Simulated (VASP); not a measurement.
# ZnS: energy against volume

ZnS (zinc blende, F-43m, 19.492 Å³/atom and stress up to 0.27 GPa in the relaxed cell, cube axes along x, y and z) under an equal strain ε along all three axes. r2SCAN in VASP (plane waves, PAW), 480 eV, 10×10×10 Γ-centred mesh, Gaussian smearing 0.05 eV; ions are relaxed, or left where forces stay under 0.02 eV/Å, within the symmetry of each cell.

Here V stands for volume and E for E less E0.

```csv
volume (Å³/atom),E less E0 (meV/atom),pressure (GPa)
18.3460,20.62,5.81
18.6283,11.78,4.26
18.9134,5.46,2.87
19.2014,1.60,1.50
19.4923,0.00,0.27
19.7862,0.55,-0.86
20.0830,3.14,-1.92
20.3827,7.68,-2.91
20.6854,14.10,-3.84
21.2998,?,?
```

Fit E of the 9 rows that show it with the third-order Birch-Murnaghan form, a cubic in V^(-2/3). With u = V^(-2/3) - 0.138, the rows have u = 0.005760, 0.004304, 0.002871, 0.001458, 0.000067, -0.001303, -0.002653, -0.003983, -0.005294. Least squares gives E = -0.037 + 290.3·u + 565189·u² + 1197350·u³. Residuals (row less fit): 0.004, 0.002, -0.023, 0.009, 0.015, 0.008, -0.009, -0.017, 0.011; standard error 0.017 (degrees of freedom: 5). Its minimum lies at u = -0.000257, so V0 = (0.137743)^(-3/2) = 19.56. There d²E/du² = 1129000 and d³E/du³ = 7184000, so B0 = (4/9) × 19.56^(-7/3) × 1129000 × 0.160218 = 77.9 GPa (the last factor turns the table's units into GPa), and B0' = 4 + (2/3) × 0.137743 × (7184000)/1129000 = 4.6. B0' rests on the cubic coefficient alone and has a standard error of 0.1 from these residuals.

Q: Estimate the missing E (V = 21.2998); what did the run itself give?

A: u = -0.007858, so E = -0.037 + 290.3 × (-0.007858) + 565189 × (-0.007858)² + 1197350 × (-0.007858)³ = 32.000 meV/atom. The calculation gives 32.23 meV/atom, 0.230 meV/atom above the prediction (0.7 % of the range of E in the table). The row lies outside the fitted rows, so this is an extrapolation. From the scatter of the fitted rows alone, a prediction at this place has a standard error of 0.069 meV/atom, so the miss is 3.3 times that.

Other structures, which can take over under pressure, weren't tried. The same form fitted to the pressure column gives B0' = 4.6; series where the two differ by over 0.4 aren't shown. Rows are the converged runs of the series near zero and its far end, less any whose ions stayed unrelaxed beside relaxed ones; series whose fitted rows scatter by over a few per cent of the range, as at a crossing or softening among them, aren't shown in this form.
